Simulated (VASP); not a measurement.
# LaAgSb2: structure and properties in VASP, part 4 of 7

What structure and properties does PBEsol give LaAgSb2, and how near are they to the measured ones? The start is a computed cell from the Materials Project.

VASP 6.6.1; PBEsol; plane waves and PAW (La, Ag, Sb).

Still holding for the runs below: The k-mesh is coarse for a metal.

So far. Step 5 (Bands along the symmetry lines (PBEsol)): There is no gap at this level. Step 6 (Density of states (PBEsol)): The finer mesh and the other smearing move the Fermi level by +0.06 eV from the 5×5×2 run, one measure of the sampling error in the zero of the bands above. Of the states within 0.3 eV of the Fermi level, the largest shares in the PAW spheres are Sb p 25 %, La f 7 % and Ag d 6 %. The rest lies in smaller channels or between the spheres.

## Step 7: Vibrations at Γ (PBEsol)

Zone-centre modes test whether the atoms sit at a minimum within this cell. IBRION = 8 takes the force constants from linear response, which needs tightly converged orbitals.

INCAR

```
SYSTEM = LaAgSb2
PREC = Accurate
ENCUT = 400
EDIFF = 1E-08
NELM = 100
ISMEAR = 1
SIGMA = 0.2
LREAL = .FALSE.
ALGO = Normal
GGA = PS
NBANDS = 40
LORBIT = 11
LWAVE = .FALSE.
LCHARG = .FALSE.
KPAR = 4
IBRION = 8
ISIF = 2
```

POSCAR

```
LaAgSb2
1.0
    4.4081047292      0.0000000000      0.0000000000
    0.0000000000      4.4081047292      0.0000000000
    0.0000000000      0.0000000000     10.4926354002
La Ag Sb
2 2 4
Direct
    0.0000000000      0.5000000000      0.2587479619
    0.5000000000      0.0000000000      0.7412520381
    0.0000000000      0.0000000000      0.0000000000
    0.5000000000      0.5000000000      0.0000000000
    0.0000000000      0.5000000000      0.8279882607
    0.5000000000      0.0000000000      0.1720117393
    0.0000000000      0.0000000000      0.5000000000
    0.5000000000      0.5000000000      0.5000000000
```

KPOINTS

```
Automatic mesh
0
Gamma
7 7 3
0 0 0
```

PAW data sets: La, Ag and Sb (PBE family, release 64).

Command:

```bash
> mpirun -np 4 vasp_std
```

Output:

```text
[... set-up lines as in an earlier step ...]
 entering main loop
       N       E                     dE             d eps       ncg     rms          rms(c)
DAV:   1     0.557084782484E+03    0.55708E+03   -0.19795E+04  1608   0.157E+03
DAV:   2     0.910831043195E+02   -0.46600E+03   -0.43383E+03  1920   0.325E+02
DAV:   3    -0.222636354856E+02   -0.11335E+03   -0.10797E+03  2328   0.162E+02
DAV:   4    -0.422626455587E+02   -0.19999E+02   -0.18647E+02  3024   0.668E+01
DAV:   5    -0.440374383736E+02   -0.17748E+01   -0.17010E+01  2864   0.203E+01    0.114E+01
DAV:   6    -0.417826921580E+02    0.22547E+01   -0.29286E+01  2776   0.396E+01    0.966E+00
DAV:   7    -0.418036717674E+02   -0.20980E-01   -0.45199E+00  2528   0.156E+01    0.499E+00
DAV:   8    -0.417492961546E+02    0.54376E-01   -0.73125E-01  2752   0.540E+00    0.179E+00
DAV:   9    -0.417387767146E+02    0.10519E-01   -0.93308E-02  2600   0.226E+00    0.318E-01
DAV:  10    -0.417389040223E+02   -0.12731E-03   -0.12799E-02  2952   0.721E-01    0.149E-01
DAV:  11    -0.417392468229E+02   -0.34280E-03   -0.25995E-03  3056   0.285E-01    0.645E-02
DAV:  12    -0.417393386336E+02   -0.91811E-04   -0.44702E-04  2872   0.104E-01    0.442E-02
DAV:  13    -0.417394175260E+02   -0.78892E-04   -0.36404E-04  3024   0.814E-02    0.185E-02
DAV:  14    -0.417394260719E+02   -0.85459E-05   -0.89846E-05  3160   0.411E-02    0.106E-02
DAV:  15    -0.417394283058E+02   -0.22339E-05   -0.33642E-05  3184   0.246E-02    0.256E-03
DAV:  16    -0.417394288918E+02   -0.58595E-06   -0.26296E-06  2696   0.775E-03    0.176E-03
DAV:  17    -0.417394288746E+02    0.17150E-07   -0.59084E-07  3096   0.350E-03    0.679E-04
DAV:  18    -0.417394290060E+02   -0.13141E-06   -0.98204E-08  2312   0.202E-03    0.508E-04
DAV:  19    -0.417394289908E+02    0.15228E-07   -0.13887E-08  1480   0.101E-03    0.159E-04
DAV:  20    -0.417394289931E+02   -0.23429E-08   -0.36524E-09  1280   0.692E-04
   1 F= -.41739429E+02 E0= -.41736433E+02  d E =-.898879E-02
 Linear response reoptimize wavefunctions to high precision
DAV:   1    -0.417394289825E+02    0.10649E-07   -0.26207E-09  1304   0.631E-04
DAV:   2    -0.417394289825E+02   -0.63665E-11   -0.15299E-09  1280   0.509E-04
DAV:   3    -0.417394289825E+02   -0.31832E-10   -0.99176E-10  1280   0.394E-04
 Linear response DOF=           8
 Linear response progress:
  Degree of freedom:   1/  8
       N       E                     dE             d eps       ncg     rms          rms(c)
RMM:   1    -0.287824861380E+00   -0.28782E+00   -0.11398E-01  5173   0.120E+01
RMM:   2    -0.263833322484E+00    0.23992E-01   -0.88290E-02  5992   0.150E+00    0.862E-02
RMM:   3    -0.266590781682E+00   -0.27575E-02   -0.39575E-02  8112   0.619E-01    0.532E-02
RMM:   4    -0.268089239386E+00   -0.14985E-02   -0.10671E-02  8464   0.277E-01    0.503E-02
RMM:   5    -0.269289952477E+00   -0.12007E-02   -0.50108E-03  8054   0.168E-01    0.261E-02
RMM:   6    -0.269893695966E+00   -0.60374E-03   -0.30440E-03  9033   0.107E-01    0.191E-02
RMM:   7    -0.269920490067E+00   -0.26794E-04   -0.23278E-03  8623   0.872E-02    0.175E-02
RMM:   8    -0.270290951444E+00   -0.37046E-03   -0.76656E-04  8055   0.628E-02    0.452E-03
RMM:   9    -0.270413122681E+00   -0.12217E-03   -0.54317E-04  9372   0.383E-02    0.500E-03
RMM:  10    -0.270501867409E+00   -0.88745E-04   -0.30251E-04  8589   0.309E-02    0.162E-03
RMM:  11    -0.270508233419E+00   -0.63660E-05   -0.13124E-04  9101   0.191E-02    0.341E-03
RMM:  12    -0.270519581228E+00   -0.11348E-04   -0.77792E-05  9396   0.133E-02    0.438E-03
RMM:  13    -0.270512408385E+00    0.71728E-05   -0.39401E-05  8476   0.949E-03    0.546E-03
RMM:  14    -0.270515507570E+00   -0.30992E-05   -0.21362E-05  8951   0.688E-03    0.594E-03
RMM:  15    -0.270506301858E+00    0.92057E-05   -0.11866E-05  8188   0.528E-03    0.690E-03
RMM:  16    -0.270493881508E+00    0.12420E-04   -0.70957E-06  8398   0.418E-03    0.837E-03
RMM:  17    -0.270492786500E+00    0.10950E-05   -0.50537E-06  8465   0.315E-03    0.870E-03
RMM:  18    -0.270493478148E+00   -0.69165E-06   -0.43414E-06  8156   0.268E-03    0.882E-03
RMM:  19    -0.270493652455E+00   -0.17431E-06   -0.34901E-06  8304   0.234E-03    0.894E-03
 first order change of Fermi-energy   0.13261E-04
 force on displaced ion       1 direction 1 :  -5.451   0.000  -0.000
 Linear response progress:
  Degree of freedom:   2/  8
       N       E                     dE             d eps       ncg     rms          rms(c)
RMM:   1    -0.332598069370E+00   -0.33260E+00   -0.95116E-02  2287   0.119E+01
RMM:   2    -0.309502071656E+00    0.23096E-01   -0.87288E-02  2608   0.155E+00    0.877E-02
RMM:   3    -0.312220910333E+00   -0.27188E-02   -0.42159E-02  3584   0.645E-01    0.579E-02
RMM:   4    -0.313540954840E+00   -0.13200E-02   -0.11310E-02  3796   0.284E-01    0.549E-02
RMM:   5    -0.314820698331E+00   -0.12797E-02   -0.56247E-03  3299   0.188E-01    0.327E-02
RMM:   6    -0.315347918480E+00   -0.52722E-03   -0.27174E-03  3940   0.112E-01    0.261E-02
RMM:   7    -0.315545257012E+00   -0.19734E-03   -0.18223E-03  3561   0.723E-02    0.191E-02
RMM:   8    -0.315930791577E+00   -0.38553E-03   -0.66634E-04  3702   0.561E-02    0.293E-03
RMM:   9    -0.315946706167E+00   -0.15915E-04   -0.36797E-04  3997   0.303E-02    0.509E-03
RMM:  10    -0.315964487552E+00   -0.17781E-04   -0.15974E-04  4062   0.209E-02    0.480E-03
RMM:  11    -0.315973923260E+00   -0.94357E-05   -0.78775E-05  4098   0.129E-02    0.603E-03
RMM:  12    -0.315945841498E+00    0.28082E-04   -0.31667E-05  3653   0.104E-02    0.976E-03
RMM:  13    -0.316000351675E+00   -0.54510E-04   -0.23693E-05  3610   0.896E-03    0.559E-03
RMM:  14    -0.316121164136E+00   -0.12081E-03   -0.15521E-05  3831   0.116E-02    0.405E-03
RMM:  15    -0.316139475848E+00   -0.18312E-04   -0.84304E-06  3868   0.516E-03    0.530E-03
RMM:  16    -0.316129593210E+00    0.98826E-05   -0.37156E-06  3732   0.338E-03    0.449E-03
RMM:  17    -0.316112247093E+00    0.17346E-04   -0.29857E-06  3579   0.291E-03    0.332E-03
RMM:  18    -0.316107618998E+00    0.46281E-05   -0.23858E-06  3670   0.252E-03    0.250E-03
RMM:  19    -0.316107969238E+00   -0.35024E-06   -0.24340E-06  3710   0.203E-03    0.239E-03
RMM:  20    -0.316107859386E+00    0.10985E-06   -0.17977E-06  3608   0.190E-03    0.239E-03
RMM:  21    -0.316100174618E+00    0.76848E-05   -0.15414E-06  3740   0.213E-03    0.147E-03
RMM:  22    -0.316093760793E+00    0.64138E-05   -0.12599E-06  3780   0.201E-03    0.689E-04
RMM:  23    -0.316092931075E+00    0.82972E-06   -0.93722E-07  3547   0.172E-03    0.563E-04
RMM:  24    -0.316092845651E+00    0.85425E-07   -0.77585E-07  3558   0.161E-03    0.496E-04
[...]
RMM:   5    -0.280208260300E-01   -0.35632E-04   -0.82313E-05  8626   0.223E-02    0.523E-03
RMM:   6    -0.280355706492E-01   -0.14745E-04   -0.20185E-05  8287   0.129E-02    0.140E-03
RMM:   7    -0.280414877961E-01   -0.59171E-05   -0.64744E-06  8902   0.599E-03    0.920E-04
RMM:   8    -0.280446428156E-01   -0.31550E-05   -0.19630E-06  9063   0.349E-03    0.338E-04
RMM:   9    -0.280457131743E-01   -0.10704E-05   -0.66655E-07  8535   0.230E-03    0.227E-04
RMM:  10    -0.280457372449E-01   -0.24071E-07   -0.22220E-07  8763   0.146E-03    0.963E-05
RMM:  11    -0.280459289272E-01   -0.19168E-06   -0.11411E-07  8677   0.103E-03    0.813E-05
RMM:  12    -0.280462071806E-01   -0.27825E-06   -0.51908E-08  8348   0.846E-04    0.325E-05
RMM:  13    -0.280460656786E-01    0.14150E-06   -0.61986E-08  8230   0.716E-04    0.268E-05
RMM:  14    -0.280461365671E-01   -0.70889E-07   -0.38258E-08  8234   0.627E-04    0.133E-05
RMM:  15    -0.280461928974E-01   -0.56330E-07   -0.36976E-08  8240   0.589E-04    0.912E-06
RMM:  16    -0.280461433095E-01    0.49588E-07   -0.30675E-08  8138   0.561E-04    0.166E-05
RMM:  17    -0.280461392383E-01    0.40712E-08   -0.34738E-08  8215   0.531E-04    0.239E-05
 first order change of Fermi-energy   0.20836E-04
 force on displaced ion       5 direction 1 :  -6.694   0.000   0.002
 Linear response progress:
  Degree of freedom:   6/  8
       N       E                     dE             d eps       ncg     rms          rms(c)
RMM:   1    -0.385602920808E-01   -0.38560E-01   -0.20038E-03  2827   0.889E-01
RMM:   2    -0.358336736854E-01    0.27266E-02   -0.33693E-03  2556   0.386E-01    0.840E-02
RMM:   3    -0.360769569146E-01   -0.24328E-03   -0.12493E-03  2874   0.130E-01    0.650E-02
RMM:   4    -0.361220901970E-01   -0.45133E-04   -0.21121E-04  3440   0.501E-02    0.306E-02
RMM:   5    -0.361592126790E-01   -0.37122E-04   -0.25140E-05  3273   0.280E-02    0.998E-03
RMM:   6    -0.361713789910E-01   -0.12166E-04   -0.35380E-06  3831   0.107E-02    0.261E-03
RMM:   7    -0.361696353074E-01    0.17437E-05    0.13429E-05  3357   0.706E-03    0.122E-03
RMM:   8    -0.361697436795E-01   -0.10837E-06    0.17445E-05  3895   0.323E-03    0.529E-04
RMM:   9    -0.361710519587E-01   -0.13083E-05    0.14491E-05  3553   0.198E-03    0.387E-04
RMM:  10    -0.361716159599E-01   -0.56400E-06    0.12755E-05  3777   0.123E-03    0.197E-04
RMM:  11    -0.361722326272E-01   -0.61667E-06    0.80915E-06  3595   0.863E-04    0.116E-04
RMM:  12    -0.361725663679E-01   -0.33374E-06    0.63579E-06  3773   0.669E-04    0.465E-05
RMM:  13    -0.361727448357E-01   -0.17847E-06    0.36080E-06  3566   0.559E-04    0.417E-05
RMM:  14    -0.361728894277E-01   -0.14459E-06    0.23640E-06  3701   0.502E-04    0.156E-05
RMM:  15    -0.361729849622E-01   -0.95535E-07    0.14200E-06  3596   0.491E-04    0.826E-06
RMM:  16    -0.361730599249E-01   -0.74963E-07    0.75261E-07  3679   0.461E-04    0.593E-06
RMM:  17    -0.361730820831E-01   -0.22158E-07    0.73173E-07  3654   0.461E-04    0.478E-06
RMM:  18    -0.361731050115E-01   -0.22928E-07    0.47459E-07  3667   0.457E-04    0.340E-06
RMM:  19    -0.361731200649E-01   -0.15053E-07    0.37652E-07  3647   0.459E-04    0.531E-06
RMM:  20    -0.361731301245E-01   -0.10060E-07    0.25527E-07  3673   0.452E-04    0.779E-07
RMM:  21    -0.361731418791E-01   -0.11755E-07    0.14818E-07  3680   0.452E-04    0.994E-07
RMM:  22    -0.361731458869E-01   -0.40079E-08    0.10380E-07  3641   0.454E-04    0.208E-06
RMM:  23    -0.361731439625E-01    0.19244E-08    0.13305E-07  3699   0.453E-04    0.469E-07
RMM:  24    -0.361731480488E-01   -0.40863E-08    0.10004E-07  3634   0.455E-04    0.401E-07
RMM:  25    -0.361731497590E-01   -0.17102E-08    0.10262E-07  3671   0.455E-04    0.507E-07
RMM:  26    -0.361731501343E-01   -0.37530E-09    0.10107E-07  3644   0.456E-04    0.546E-07
RMM:  27    -0.361731496430E-01    0.49126E-09    0.10685E-07  3664   0.457E-04    0.149E-06
RMM:  28    -0.361731500830E-01   -0.43994E-09    0.97613E-08  3660   0.457E-04    0.183E-06
 first order change of Fermi-energy   0.23584E+00
 force on displaced ion       5 direction 3 :   0.000   0.000  -4.902
 Linear response progress:
  Degree of freedom:   7/  8
       N       E                     dE             d eps       ncg     rms          rms(c)
RMM:   1    -0.289346538645E-01   -0.28935E-01    0.25292E-03  6619   0.681E-01
RMM:   2    -0.262064268793E-01    0.27282E-02   -0.33001E-03  5542   0.285E-01    0.404E-02
RMM:   3    -0.264775459209E-01   -0.27112E-03   -0.11815E-03  7693   0.768E-02    0.258E-02
RMM:   4    -0.266001405404E-01   -0.12259E-03   -0.14122E-04  7234   0.389E-02    0.574E-03
RMM:   5    -0.266228181384E-01   -0.22678E-04   -0.36077E-05  8545   0.131E-02    0.299E-03
RMM:   6    -0.266259020986E-01   -0.30840E-05   -0.79917E-06  7966   0.728E-03    0.588E-04
RMM:   7    -0.266269834499E-01   -0.10814E-05   -0.24835E-06  9222   0.313E-03    0.454E-04
RMM:   8    -0.266277832762E-01   -0.79983E-06   -0.10393E-06  8778   0.186E-03    0.155E-04
RMM:   9    -0.266278230284E-01   -0.39752E-07   -0.35934E-07  8856   0.115E-03    0.117E-04
RMM:  10    -0.266279910480E-01   -0.16802E-06   -0.20911E-07  8479   0.826E-04    0.397E-05
RMM:  11    -0.266280891361E-01   -0.98088E-07   -0.29655E-07  8656   0.652E-04    0.265E-05
RMM:  12    -0.266280844292E-01    0.47069E-08   -0.12821E-07  8265   0.557E-04    0.155E-05
RMM:  13    -0.266281029661E-01   -0.18537E-07   -0.10628E-07  8456   0.486E-04    0.142E-05
RMM:  14    -0.266281130645E-01   -0.10098E-07   -0.56217E-08  8059   0.469E-04    0.652E-06
RMM:  15    -0.266281096673E-01    0.33971E-08    0.63143E-09  8302   0.434E-04    0.584E-06
 first order change of Fermi-energy  -0.55762E-04
 force on displaced ion       7 direction 1 :  -2.872   0.000  -0.004
 Linear response progress:
  Degree of freedom:   8/  8
       N       E                     dE             d eps       ncg     rms          rms(c)
RMM:   1    -0.380075152423E-01   -0.38008E-01    0.12831E-02  5136   0.739E-01
RMM:   2    -0.363597059417E-01    0.16478E-02   -0.39967E-03  4023   0.322E-01    0.528E-02
RMM:   3    -0.365562636811E-01   -0.19656E-03   -0.11177E-03  4797   0.977E-02    0.293E-02
RMM:   4    -0.366101869699E-01   -0.53923E-04   -0.16321E-04  4863   0.639E-02    0.960E-03
RMM:   5    -0.366145520666E-01   -0.43651E-05   -0.36389E-05  5645   0.262E-02    0.706E-03
RMM:   6    -0.366323236952E-01   -0.17772E-04    0.23615E-05  5408   0.160E-02    0.279E-03
RMM:   7    -0.366395257626E-01   -0.72021E-05    0.61380E-05  5737   0.985E-03    0.146E-03
RMM:   8    -0.366423664830E-01   -0.28407E-05    0.60216E-05  6420   0.498E-03    0.636E-04
RMM:   9    -0.366459736922E-01   -0.36072E-05    0.48664E-05  6662   0.288E-03    0.441E-04
RMM:  10    -0.366482883014E-01   -0.23146E-05    0.33496E-05  6551   0.186E-03    0.216E-04
RMM:  11    -0.366493157646E-01   -0.10275E-05    0.25558E-05  6553   0.126E-03    0.137E-04
RMM:  12    -0.366503568864E-01   -0.10411E-05    0.15592E-05  6253   0.965E-04    0.566E-05
RMM:  13    -0.366509324006E-01   -0.57551E-06    0.10043E-05  6504   0.713E-04    0.472E-05
RMM:  14    -0.366512570183E-01   -0.32462E-06    0.71069E-06  6186   0.640E-04    0.199E-05
RMM:  15    -0.366514376616E-01   -0.18064E-06    0.46787E-06  6201   0.548E-04    0.264E-05
RMM:  16    -0.366515948607E-01   -0.15720E-06    0.36160E-06  6181   0.498E-04    0.114E-05
RMM:  17    -0.366517277314E-01   -0.13287E-06    0.22319E-06  6110   0.477E-04    0.116E-05
RMM:  18    -0.366518177357E-01   -0.90004E-07    0.14480E-06  6105   0.449E-04    0.175E-05
RMM:  19    -0.366517972656E-01    0.20470E-07    0.12288E-06  5961   0.455E-04    0.395E-05
RMM:  20    -0.366518562267E-01   -0.58961E-07    0.83477E-07  6011   0.426E-04    0.391E-05
RMM:  21    -0.366518748306E-01   -0.18604E-07    0.54094E-07  6007   0.425E-04    0.397E-05
RMM:  22    -0.366518778540E-01   -0.30234E-08    0.75330E-07  6089   0.421E-04    0.341E-05
 first order change of Fermi-energy  -0.84437E-04
 force on displaced ion       7 direction 3 :   0.000   0.000  -4.883
 Linear response finished
```

It took 10 min on 4 MPI ranks of Intel Xeon 6975P-C (Granite Rapids), shared host; peak memory 2.9 GiB; 40 min of CPU time.

(Continued in part 5 of 7.)

[Lines on the potential files, build, host, timing and source positions are cut from VASP's logs without a mark.]

[Logs are printed without paths, hosts, clocks, repeated set-up lines and the standing remarks that a program may print on its own settings, such as how far it seeks lower states.]

[Hosts, paths, dates, database ids (printed as entryN), source tags and the programs' standing remarks are cut or masked in the printed files.]

[Measured values are set beside computed ones only where the two were judged alike; some that the calculation misses by far are left out.]
